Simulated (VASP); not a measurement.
Set up this calculation in VASP 6.6.1, as the native input.

- Task: single point
- Functional: r2SCAN
- Potentials or basis: VASP PAW PBE potentials, release 64 (Cu, Mg, C, O)
- Cutoff: 520 eV
- k mesh: 6 × 6 × 6
- Occupations: fermi-dirac, width 0.1 eV
- Spin: no spin polarisation
- Dipole correction: no
- Further INCAR settings: ALGO = Normal; EDIFF = 1e-07; NBANDS = 40

MgCuC2O6:

```
CELL_PARAMETERS angstrom
2.27352 3.93786 0.00000
-2.27352 3.93786 0.00000
0.00000 -2.62524 4.96270
ATOMIC_POSITIONS crystal
Cu 0.00000 0.00000 0.00000
Mg 0.50000 0.50000 0.50000
C 0.24350 0.24350 0.73050
C 0.75650 0.75650 0.26950
O 0.76180 0.76620 0.83670
O 0.30870 0.76180 0.83670
O 0.76620 0.30870 0.83670
O 0.23820 0.23380 0.16330
O 0.69130 0.23820 0.16330
O 0.23380 0.69130 0.16330
```

The cell was built by a generator and needn't be a form met in nature.

The input as run:

POSCAR

```
MgCuC2O6
1.0
    2.2735232900      3.9378555400      0.0000000000
   -2.2735232900      3.9378555400      0.0000000000
    0.0000000000     -2.6252370300      4.9626969100
Cu Mg C O
1 1 2 6
Direct
    0.0000000000      0.0000000000      0.0000000000
    0.5000000000      0.5000000000      0.5000000000
    0.2435000000      0.2435000000      0.7305000000
    0.7565000000      0.7565000000      0.2695000000
    0.7618000000      0.7662000000      0.8367000000
    0.3087000000      0.7618000000      0.8367000000
    0.7662000000      0.3087000000      0.8367000000
    0.2382000000      0.2338000000      0.1633000000
    0.6913000000      0.2382000000      0.1633000000
    0.2338000000      0.6913000000      0.1633000000
```

INCAR.step1

```
SYSTEM = MgCuC2O6
ALGO = Normal ; EDIFF = 1E-4
ENCUT = 520 ; GGA = PE
ISMEAR = -1 ; LASPH = .True.
LCHARG = .False. ; LREAL = .False.
LWAVE = .True. ; NBANDS = 40
NELM = 100 ; PREC = Accurate
SIGMA = 0.1
```

INCAR.step2

```
SYSTEM = MgCuC2O6
ALGO = Normal ; EDIFF = 1E-7
ENCUT = 520 ; ISIF = 2
ISMEAR = -1 ; ISTART = 1
LASPH = .True. ; LCHARG = .False.
LMIXTAU = .True. ; LREAL = .False.
LWAVE = .False. ; METAGGA = R2SCAN
NBANDS = 40 ; NELM = 100
PREC = Accurate ; SIGMA = 0.1
```

KPOINTS

```
k-points
0
Gamma
  6 6 6
  0 0 0
```

Potentials or basis: VASP PAW PBE potentials, release 64 (Cu, Mg, C, O).

Launch:

```sh
$ cat potpaw_PBE.64/Cu/POTCAR potpaw_PBE.64/Mg/POTCAR potpaw_PBE.64/C/POTCAR potpaw_PBE.64/O/POTCAR > POTCAR
$ cp INCAR.step1 INCAR
$ mpirun -np 1 vasp_std > vasp.out
$ cp INCAR.step2 INCAR
$ mpirun -np 1 vasp_std > vasp.out
```

It gave:

```json
{
 "Pressure": "44.5 GPa",
 "Largest force": "5.098 eV/Å",
 "Band gap on the k mesh": "none (metal or under the smearing width)"
}
```

Caveat: a pressure of tens of GPa on the cell as given is suspect, and the run, the potentials or the cell itself is likely at fault; the PAW data sets were made with another functional, which shifts forces and pressure a little; an odd number of electrons without spin polarisation forces a metal; a magnetic or distorted state may lie lower; the run has no spin polarisation, though such a crystal can be magnetic; semilocal functionals often make such compounds metallic where correlation or magnetic order opens a gap, which also shifts bond lengths.

Wall time 9.1 min on 1 thread of Intel(R) Xeon(R) Platinum 8488C (Sapphire Rapids), on a shared host, peak memory 0.32 GiB.
